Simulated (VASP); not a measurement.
All values below come from revPBE GGA, VASP's PBE PAW potentials (set 64) (plane waves; VASP).

VASP input:

KPOINTS:
```
Automatic mesh
0
Gamma
1 1 1
0 0 0
```

**POSCAR**
```
B atom
1.0
 12.0000000000   0.0000000000   0.0000000000
  0.0000000000  12.5000000000   0.0000000000
  0.0000000000   0.0000000000  13.0000000000
B
1
direct
  0.0000000000   0.0000000000   0.0000000000
```

### INCAR
```
SYSTEM = B atom
PREC = Normal
ENCUT = 520
EDIFF = 1E-6
NELM = 200
ALGO = All
LREAL = .FALSE.
LASPH = .TRUE.
ISMEAR = 0
SIGMA = 0.01
GGA = RE
ISPIN = 2
MAGMOM = 1
LORBIT = 10
LWAVE = .FALSE.
LCHARG = .FALSE.
ISYM = 0
NUPDOWN = 1
```

POTCAR, in this order: B (PBE.64 set). Program: vasp_gam. Read from the step before: WAVECAR.

The resulting files:

### OSZICAR
```
       N       E                     dE             d eps       ncg     rms           ort
SDA:   1    -0.379306771432E+00   -0.37931E+00    0.00000E+00     6   0.367E-02   0.000E+00
CGA:   2    -0.380845726903E+00   -0.15390E-02   -0.15434E-02     6   0.517E-03  -0.217E-04
SDA:   3    -0.381093609565E+00   -0.24788E-03   -0.28287E-03     6   0.656E-03  -0.468E-03
SDA:   4    -0.527109007213E+00   -0.14602E+00   -0.14632E+00     6   0.144E+00  -0.513E-02
CGA:   5    -0.574945696054E+00   -0.47837E-01   -0.44080E-01     6   0.271E-01  -0.507E-02
CGA:   6    -0.587851434237E+00   -0.12906E-01   -0.12906E-01     6   0.406E-02   0.135E-04
CGA:   7    -0.589307722771E+00   -0.14563E-02   -0.14562E-02     6   0.551E-03  -0.307E-05
CGA:   8    -0.589533802791E+00   -0.22608E-03   -0.22621E-03     6   0.711E-04   0.150E-05
CGA:   9    -0.589561245856E+00   -0.27443E-04   -0.27480E-04     6   0.874E-05   0.351E-06
CGA:  10    -0.589565002296E+00   -0.37564E-05   -0.37555E-05     6   0.123E-05  -0.177E-07
CGA:  11    -0.589565568470E+00   -0.56617E-06   -0.56661E-06     6   0.255E-06   0.343E-07
   1 F= -.58956557E+00 E0= -.58956557E+00  d E =-.508834E-17  mag=     1.0000
```

**OUTCAR**
```
------------------------ aborting loop because EDIFF is reached ----------------------------------------
  FORCE on cell =-STRESS in cart. coord.  units (eV):
  Direction    XX          YY          ZZ          XY          YZ          ZX
  --------------------------------------------------------------------------------------
  Total       -0.0032516     -0.0021878     -0.0039504     -0.0001672     -0.0000894     -0.0020947
  in kB       -0.0026716     -0.0017976     -0.0032458     -0.0001374     -0.0000735     -0.0017210
  external PRESSURE =      -0.0025717 kB  Pullay stress =       0.0000000 kB
  volume of cell :     1950.00
      direct lattice vectors                 reciprocal lattice vectors
    12.000000000  0.000000000  0.000000000     0.083333333  0.000000000  0.000000000
     0.000000000 12.500000000  0.000000000     0.000000000  0.080000000  0.000000000
     0.000000000  0.000000000 13.000000000     0.000000000  0.000000000  0.076923077
 POSITION                                       TOTAL-FORCE (eV/Angst)
 -----------------------------------------------------------------------------------
      0.00000      0.00000      0.00000         0.000000     -0.000000      0.000000
 -----------------------------------------------------------------------------------
    total drift:                                0.000000     -0.000000      0.000000
  FREE ENERGIE OF THE ION-ELECTRON SYSTEM (eV)
  ---------------------------------------------------
  free  energy   TOTEN  =        -0.5895655685 eV

  energy  without entropy=       -0.5895655685  energy(sigma->0) =       -0.58956557

 total charge

# of ion       s       p       d       tot
------------------------------------------
    1        0.946   0.408   0.000   1.354

 magnetization (x)

# of ion       s       p       d       tot
------------------------------------------
    1        0.012   0.408   0.000   0.420
```
(Selected blocks of OUTCAR.)

The atom may not be in its lowest state.

The cell is a free atom in a box.
